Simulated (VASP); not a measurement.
Data:

```yaml
crystal:
  lattice:
    - [2.23087, -3.86399, 0.00000]
    - [2.23087, 3.86399, 0.00000]
    - [0.00000, 0.00000, 6.81611]
  atoms:
    - { symbol: Pb, position: [0.00000, 0.00000, 0.00000] }
    - { symbol: I, position: [0.33333, 0.66667, 0.27445] }
    - { symbol: I, position: [0.66667, 0.33333, 0.72555] }
```

Computed with LDA (Ceperley-Alder, Perdew-Zunger), VASP's LDA PAW potentials (set 64) (plane waves; VASP 6.6.1). Run with 400 eV cut-off, 10×10×6 Γ-centred mesh, Gaussian smearing of 0.010 eV, potentials Pb_d I.

Task: Estimate the energy per atom (σ→0).

Result: 
| Property | Value |
|---|---|
| energy per atom (σ→0) | -3.350 eV/atom |

The absolute energy has meaning only against runs of the same code, potentials and settings.

The compound is PbI2 in the 1T layered structure. It was relaxed first, which changed the volume by -7 %.
